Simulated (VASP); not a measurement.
A run of VASP 6.6.1:

File INCAR:

```
PREC = Accurate
ENCUT = 520
EDIFF = 1E-7
ISMEAR = 0
SIGMA = 0.1
LREAL = F
LASPH = T
NELM = 4
ALGO = Normal
ISIF = 3
LWAVE = F
LCHARG = F
GGA = PE
IBRION = 2
NSW = 80
EDIFFG = -0.002
KPAR = 4
```

KPOINTS

```
Automatic mesh
0
Gamma
  18 18 18
```

File POSCAR:

```
TaAs
1.0
   -1.7218133600      1.7218133600      5.8679415400
    1.7218133600     -1.7218133600      5.8679415400
    1.7218133600      1.7218133600     -5.8679415400
Ta As
2 2
Direct
    0.4999673000      0.9999673000      0.5000000000
    0.7499673000      0.7499673000      0.0000000000
    0.0826321200      0.5826321200      0.5000000000
    0.3326321200      0.3326321200      0.0000000000
```

Potentials or basis: VASP PAW PBE potentials, release 64 (Ta_pv, As).

The run is started by

```bash
$ cat potpaw_PBE.64/Ta_pv/POTCAR potpaw_PBE.64/As/POTCAR > POTCAR
$ mpirun -np 4 vasp_std > vasp.out
```

Hardware: 4 MPI ranks on Intel(R) Xeon(R) 6975P-C (Granite Rapids) (shared host).

**Question.** Estimate the wall time of this run.

**Answer.** Wall time 33 min on 4 MPI ranks on Intel(R) Xeon(R) 6975P-C (Granite Rapids), on a shared host, peak memory 0.85 GiB a rank. Counts: scf iterations 129, k points 480, ion steps 35.
